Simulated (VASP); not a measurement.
A convergence study with VASP on BaO (rock salt): one setting is varied, all else stays as given below, so the limit is that of these other settings.

```xyz
2
Lattice="0.0000 2.7700 2.7700 2.7700 0.0000 2.7700 2.7700 2.7700 0.0000" Properties=species:S:1:pos:R:3 pbc="T T T"
Ba     0.0000     0.0000     0.0000
O      2.7700     2.7700     2.7700
```

The numbers are results of PBE GGA, VASP's PBE PAW potentials (set 64) (plane waves; VASP), not measurements. The tightest run used: 700 eV cut-off, 12×12×12 Γ-centred mesh, Gaussian smearing of 0.010 eV, potentials Ba_sv O.

The reference is 12×12×12 mesh, which took about 20 core-minutes. Times come from single runs on busy shared machines, so they are rough: good to a factor of about 2.

Q: Of the settings 4×4×4 mesh; 6×6×6 mesh; 8×8×8 mesh; 10×10×10 mesh; 12×12×12 mesh, which is the lowest that keeps the difference from the reference in highest Γ mode (cm⁻¹) within 5 from there on, and what does it cost?

A: 6×6×6 mesh; its cost over the reference is about 1/4.
```csv
setting,difference in highest Γ mode (cm⁻¹),cost over the reference
4×4×4 mesh,11.0,about 1/7
6×6×6 mesh,0.1,about 1/4
8×8×8 mesh,0.0,about 1/3
10×10×10 mesh,0.0,within a factor of 2
12×12×12 mesh,0.0,reference
```

Left out are rungs that failed or repeat a setting and relaxations that didn't move; long series are thinned to 24 rows.

The compound is BaO in the rock salt structure. The cell was not relaxed at this level.
